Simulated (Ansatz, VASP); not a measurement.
## BaTiO3: VASP beside Ansatz

Wanted: the spread between two codes on one cell, functional and k mesh. The cell is taken from a series of runs on this material, whose earlier steps may have relaxed, scaled, displaced or heated it; both programs get it as it stands.

Program: Ansatz 0.2.0. Level of theory: plane waves, with VASP 6.6.1 beside it; zone-centre phonons at LDA. Results are calculated unless marked as measured.

### 1. Starting point

It takes space group P4mm (No. 99, tetragonal). The conventional cell has a = 3.770 Å, b = 3.770 Å, c = 4.274 Å, α = 90.00°, β = 90.00°, γ = 90.00°. O has 2 Ti at 1.80 to 2.47 Å and 4 Ba at 2.68 Å nearest. Nearest to O lie 2 Ti at 1.90 Å and 4 Ba at 2.71 to 3.00 Å. Nearest to Ti lie 5 O at 1.80 to 1.90 Å. Nearest to Ba lie 12 O at 2.68 to 3.00 Å. Farther neighbours and most contacts between anions are not listed.

### 2. Ansatz: zone-centre phonons, LDA

Ansatz runs on its PAW soft_1 files.

Second derivatives magnify differences that forces hide, and they need a tight electronic threshold.

input.yaml

```yaml
crystal:
  lattice:
    - [3.7698919158, 0.0, 0.0]
    - [0.0, 3.7698919158, 0.0]
    - [0.0, 0.0, 4.2738340699]
  atoms:
    - { symbol: O, position: [0.5, 0.5, 0.0436651315] }
    - { symbol: O, position: [0.5, 0.0, 0.526717276] }
    - { symbol: O, position: [0.0, 0.5, 0.526717276] }
    - { symbol: Ti, position: [0.5, 0.5, 0.4646007911] }
    - { symbol: Ba, position: [0.0, 0.0, -0.0187004747] }
kpoints:
  mp_grid: { grid: [8, 8, 8] }
hamiltonian:
  xc: lda
  pseudopotentials: { kind: paw, azcp: { folder: soft_1 }, xc_functional: pbe }
scf:
  occupations: { method: fixed }
output:
  eigenvalues: true
phonons:
  method: dfpt
  dielectric: true
  rigid_motions: translations
```

Started as:

```
> ansatz run input.yaml --threads 8 --pin off --max-ram 20480MiB --backend cpu --events-out ev --progress --plain --runs-dir out
```

Numbers of over 12 decimals in the logs are rounded to 6 here.

Log:

```text
Engine: ansatz 0.2.0, aarch64-unknown-linux-gnu
Pseudopotentials: kind: paw
Pseudopotential: O, paw, valence charge 6, recommended cutoff 420 eV (normal), soft_1/O.paw.azcp
Pseudopotential: Ti, paw, valence charge 12, recommended cutoff 420 eV (normal), soft_1/Ti.paw.azcp
Pseudopotential: Ba, paw, valence charge 10, recommended cutoff 420 eV (normal), soft_1/Ba.paw.azcp
Functional definition: SPW92
  exchange = slater_x
  correlation = pw_c
Crystal: 5 atoms, lattice volume = 60.740 Å³
Basis set: ecut = 420 eV, 1191 PW (Γ), exchange–correlation on 54×54×60 points (8 copies of the dense FFT grid, shifted against one another)
Bands: 25, of which v1, the nominal top of the filled ones, is band 20 counted from 1 (19 counted from 0)
Symmetry: 8 space group operations
k-points: 260 of 512 (irreducible under 1 space group operation, time reversal used)
Non-local potential: O, projectors of the file, l = 0: 2, l = 1: 2, l = 2: 1
Non-local potential: Ti, projectors of the file, l = 0: 3, l = 1: 2, l = 2: 3, l = 3: 1
Non-local potential: Ba, projectors of the file, l = 0: 3, l = 1: 2, l = 2: 2, l = 3: 2
PAW form: soft (Blöchl's): semilocal exchange-correlation on the pseudo side does not see the compensation charge
PAW frozen core: O, regenerated for the run's functional, and the local potential with it (the file was generated under x = pbe(κ = 0.804, μ = 0.219515), c = pbe(β = 0.066725))
PAW frozen core: Ti, regenerated for the run's functional, and the local potential with it (the file was generated under x = pbe(κ = 0.804, μ = 0.219515), c = pbe(β = 0.066725))
PAW frozen core: Ba, regenerated for the run's functional, and the local potential with it (the file was generated under x = pbe(κ = 0.804, μ = 0.219515), c = pbe(β = 0.066725))
PAW one-centre angular grid: O, 110 points (default); XC on 64 Gauss nodes
PAW one-centre angular grid: Ti, 590 points (default); XC on 64 Gauss nodes
PAW one-centre angular grid: Ba, 194 points (default); XC on 64 Gauss nodes
Initial density: superposition of atomic densities (chi_scale 0.1, normalization cell, long waves kept (reshape's long-wave potential 0.00 eV rms))
Initial wavefunctions: pseudopotential atomic-orbital guess
Functional: x = slater, c = lda
SCF iter   1: F=—  HF=-9904.845787 eV  |F-HF|=—  |Δ(HF+E_count)|=         —  Δρ=5.12e-2  dr2=1.64e0  ethr=3.10e-3  ⟨swp⟩=4.9  Hψ=25448  notcnv=0  defer=590
preconditioner: auto → Resta (q_TF=auto, 2.545 Å⁻¹)  ε∞=5.8  [insulator: Δε(μ)=2.099 eV  Ē_g=11.906 eV  n_scr=18 (ndim 8)  ℏωp=26.1 eV  f_vac=0.000  ε∞_Penn≈5.8]
SCF iter   2: F=—  HF=-9904.540747 eV  |F-HF|=—  |Δ(HF+E_count)|=   3.05e-1  Δρ=2.44e-2  dr2=4.57e-1  ethr=3.10e-3  ⟨swp⟩=2.9  Hψ=12458  notcnv=0  defer=433
SCF iter   3: F=—  HF=-9904.442040 eV  |F-HF|=—  |Δ(HF+E_count)|=   9.87e-2  Δρ=1.07e-2  dr2=6.62e-2  ethr=1.14e-3  ⟨swp⟩=2.0  Hψ=11085  notcnv=0  defer=615
SCF iter   4: F=—  HF=-9904.433079 eV  |F-HF|=—  |Δ(HF+E_count)|=   8.96e-3  Δρ=7.59e-3  dr2=3.48e-2  ethr=1.65e-4  ⟨swp⟩=2.1  Hψ=11021  notcnv=0  defer=553
SCF iter   5: F=—  HF=-9904.426080 eV  |F-HF|=—  |Δ(HF+E_count)|=   7.00e-3  Δρ=1.31e-3  dr2=8.55e-4  ethr=8.71e-5  ⟨swp⟩=2.2  Hψ=10084  notcnv=0  defer=715
SCF iter   6: F=—  HF=-9904.426080 eV  |F-HF|=—  |Δ(HF+E_count)|=   8.03e-7  Δρ=8.00e-4  dr2=3.51e-4  ethr=2.14e-6  ⟨swp⟩=2.0  Hψ=10579  notcnv=0  defer=774
SCF iter   7: F=—  HF=-9904.426016 eV  |F-HF|=—  |Δ(HF+E_count)|=   6.41e-5  Δρ=1.42e-4  dr2=1.25e-5  ethr=8.77e-7  ⟨swp⟩=2.0  Hψ=9317  notcnv=0  defer=451
SCF iter   8: F=—  HF=-9904.426015 eV  |F-HF|=—  |Δ(HF+E_count)|=   1.06e-6  Δρ=3.40e-5  dr2=8.83e-7  ethr=3.13e-8  ⟨swp⟩=2.6  Hψ=10729  notcnv=0  defer=280
SCF iter   9: F=—  HF=-9904.426015 eV  |F-HF|=—  |Δ(HF+E_count)|=   3.99e-7  Δρ=1.10e-5  dr2=8.87e-8  ethr=2.21e-9  ⟨swp⟩=2.2  Hψ=10670  notcnv=0  defer=264
SCF iter  10: F=—  HF=-9904.426015 eV  |F-HF|=—  |Δ(HF+E_count)|=   1.70e-8  Δρ=4.04e-6  dr2=8.17e-9  ethr=2.22e-10  ⟨swp⟩=2.1  Hψ=10658  notcnv=0  defer=264
SCF iter  11: F=—  HF=-9904.426015 eV  |F-HF|=—  |Δ(HF+E_count)|=   2.13e-9  Δρ=4.26e-7  dr2=1.19e-10  ethr=2.04e-11  ⟨swp⟩=2.0  Hψ=9788  notcnv=0  defer=264
SCF iter  12: F=-9904.426015 eV  HF=-9904.426015 eV  |F-HF|=1.82e-12  |Δ(HF+E_count)|=  1.46e-11  Δρ=7.46e-8  dr2=2.33e-12  ethr=1.00e-12  ⟨swp⟩=11.9  Hψ=40130  notcnv=0
SCF 1 converged in 12 iterations: F = -9904.426015 eV  dr2 = 2.33e-12
  greatest PAW one-centre occupation: 0.998 electrons in one spin orbital (limit 2), on the Ti atom at site 3 (counted from 0), in its partial waves of l = 0
DFPT response loops at Γ: preconditioner auto → Resta (q_TF=auto, 2.545 Å⁻¹)  ε∞=5.6 (no band partly filled); β = 1.00, the filter's whole step (`scf.mixing.beta` (0.50) is not read by the response loops at its default; to damp them type it under 1.00, their step now; it binds the ground state too); Broyden in place of MSR1
── the response to a field inside a basis, on 8×8×8 k-points: an SCF that follows is theirs, and a resumed run solves both again ──
Bands: 21, of which v1, the nominal top of the filled ones, is band 20 counted from 1 (19 counted from 0)
k-points: 40 of 512 (time reversal used)
Initial density: handed on by an earlier stage of this run
Initial wavefunctions: pseudopotential atomic-orbital guess (no wavefunctions were taken with the density)
Eigensolver: Dense (40 Hₖ)
SCF iter   1: F=—  HF=-9904.421563 eV  |F-HF|=—  |Δ(HF+E_count)|=         —  Δρ=4.61e-4  dr2=2.34e-5  ethr=1.00e-1
preconditioner: auto → Resta (q_TF=auto, 2.545 Å⁻¹)  ε∞=6.8  [insulator: Δε(μ)=2.209 eV  Ē_g=11.202 eV  n_scr=18 (ndim 8)  ℏωp=27.0 eV  f_vac=0.000  ε∞_Penn≈6.8]
SCF iter   2: F=—  HF=-9904.421557 eV  |F-HF|=—  |Δ(HF+E_count)|=   6.05e-6  Δρ=2.07e-4  dr2=9.48e-6  ethr=5.85e-8
SCF iter   3: F=—  HF=-9904.421556 eV  |F-HF|=—  |Δ(HF+E_count)|=   1.40e-6  Δρ=1.06e-4  dr2=1.89e-6  ethr=2.37e-8
SCF iter   4: F=-9904.421556 eV  HF=-9904.421556 eV  |F-HF|=3.31e-8  |Δ(HF+E_count)|=   4.37e-7  Δρ=1.33e-5  dr2=6.01e-8  ethr=4.73e-9
SCF 1 converged in 4 iterations: F = -9904.421556 eV  dr2 = 6.01e-8
DFPT response loops at Γ: preconditioner auto → none (the input reference at scf.mixing.eps_inf says where Resta's filter doesn't serve); β = 0.50; Broyden in place of MSR1
SCF converged after 12 iterations
Free energy (F): -9904.426015 eV
Harris-Foulkes:  -9904.426015 eV  (|F-HF|=1.82e-12)
Internal energy: -9904.426015 eV  (E = F + TS)
E sigma→0 (E₀):  -9904.426015 eV
Fermi energy:    11.085543 eV
--- Per-component energies (eV) ---
  E_band       = -117.743434
  E_kinetic    = 952.012445
  E_local      = -2165.992862  (includes V_loc(G=0)·N_el)
  E_nonlocal   = 322.868330
  E_hartree    = 838.200373
  E_xc         = -528.495684
  E_vxc        = -552.467800  (∫ρ·V_xc dr)
  E_paw        = -6475.490329  (= ΣΔE_a)
  E_vpaw       = -350.566617  (= ΣTr[D̂ρ^β])
  E_aug_tail   = 0.002311  (compensation charges beyond the density's cutoff)
  E_ewald      = -2848.429834
  E_core_change = 0.899235  (= ΣΔE_core)
  E_smearing   = -0.000000  (= −TS)
  E_closure    = -0.000000  (closes the sum)
  Σ components = -9904.426015   (vs F -9904.426015, Δ=0.00e0)
--- Band table (eV; the first three rows and the last of 260) ---
  k-point 0: bands = [... 16 lower, 9.2158, 9.7511, 10.3433, 10.3433, 13.0207, 13.9477, 13.9477, 15.1179, ... 1 higher]
  k-point 1: bands = [... 16 lower, 9.1626, 9.5658, 10.3492, 10.3492, 13.0321, 14.0650, 14.0650, 15.3371, ... 1 higher]
  k-point 2: bands = [... 16 lower, 9.0445, 9.1614, 10.3559, 10.3559, 13.0599, 14.3501, 14.3501, 15.8456, ... 1 higher]
  k-point 259: bands = [... 16 lower, 8.5541, 10.2473, 10.2473, 11.0855, 15.3443, 15.3443, 15.7681, 17.2199, ... 1 higher]
--- Phonons (Γ-DFPT): 9 representative perturbations + reference, on 260 of 512 k-points (Σ response iterations 28) ---
  k mesh reduced under 1 symmetry operation, with k and −k counted as one. Each operation leaves every solved perturbation unchanged. A smaller set is not considered because the run solves the response to a homogeneous field
  ASR residual: 6.652e-5 → 0.000e0 eV/Å²; symmetrization residual: 5.562e-6 eV/Å²
  ASR residual per site (eV/Å²): 4.05e-5 6.65e-5 6.65e-5 2.14e-5 1.48e-5
  Γ frequencies (cm⁻¹): 0.00 0.00 0.00 171.57 186.95 186.95 230.27 230.27 262.59 337.13 337.13 386.61 565.20 565.20 615.08
  ε∞ (high-frequency dielectric tensor):
        6.117679     0.000000    -0.000000
        0.000000     6.117679     0.000000
       -0.000000     0.000000     5.130156
  ε⁰ (static dielectric tensor: ions relaxed, cell fixed):
       42.732311    -0.000000     0.000000
       -0.000000    42.732311     0.000000
        0.000000     0.000000    18.009264
  ε⁰ − ε∞ (ionic part):
       36.614632    -0.000000     0.000000
       -0.000000    36.614632     0.000000
        0.000000     0.000000    12.879108
  softest optical mode at Γ: 171.57 cm⁻¹; the repairs (sum rule, projections) moved no ω² at Γ by more than (1.60 cm⁻¹)²
  Born effective charges Z* (e; rows j = field, columns β = displacement):
    site 0:
        -2.02105    0.00000   -0.00000
         0.00000   -2.02105    0.00000
         0.00000    0.00000   -3.68497
    site 1:
        -2.09199    0.00000    0.00000
         0.00000   -5.54625    0.00000
        -0.00000    0.00000   -1.86839
    site 2:
        -5.54625    0.00000    0.00000
         0.00000   -2.09199    0.00000
         0.00000    0.00000   -1.86839
    site 3:
         6.86953    0.00000   -0.00000
         0.00000    6.86953    0.00000
        -0.00000    0.00000    4.46845
    site 4:
         2.78976    0.00000   -0.00000
         0.00000    2.78976    0.00000
        -0.00000    0.00000    2.95330
  Z* charge neutrality: 1.240e-3 e pre-enforcement
  solved inside a basis spanned on kpoints, on 8×8×8 k-points, its susceptibility summed on 10×10×10: ε∞ is read to err by 1.8e-2, Z* by 2.8e-2 e (field_mesh: kpoints solves on kpoints); Z* is corrected for what the basis lacks
  optical modes at Γ without the LO–TO term, one row a degenerate level:
      ω (cm⁻¹)  modes    IR ((D/Å)²/amu)
[...]
optical modes at Γ + LO–TO along q̂ = [1.0000, 0.0000, 0.0000]:
      ω (cm⁻¹)  modes    IR ((D/Å)²/amu)
[...]
optical modes at Γ + LO–TO along q̂ = [0.0000, 1.0000, 0.0000]:
      ω (cm⁻¹)  modes    IR ((D/Å)²/amu)
[...]
optical modes at Γ + LO–TO along q̂ = [0.0000, 0.0000, 1.0000]:
      ω (cm⁻¹)  modes    IR ((D/Å)²/amu)
        186.95      2             8.7126
        216.74      1             0.9723
        230.27      2            77.8125
        262.59      1             0.0000
        337.13      2            23.7944
        466.55      1             4.9905
        565.20      2            50.9020
        755.92      1            34.7750
```

The column dr2 measures how far the density is from self-consistency, as an energy; F and HF (Harris–Foulkes) agree once it is small.

(Continued in part 2 of 3.)

[Lines on the potential files, build, host, timing and source positions are cut from VASP's logs without a mark.]

[Logs are printed without paths, hosts, clocks, repeated set-up lines and the standing remarks that a program may print on its own settings, such as how far it seeks lower states.]

[Hosts, paths, dates, database ids (printed as entryN), source tags and the programs' standing remarks are cut or masked in the printed files.]
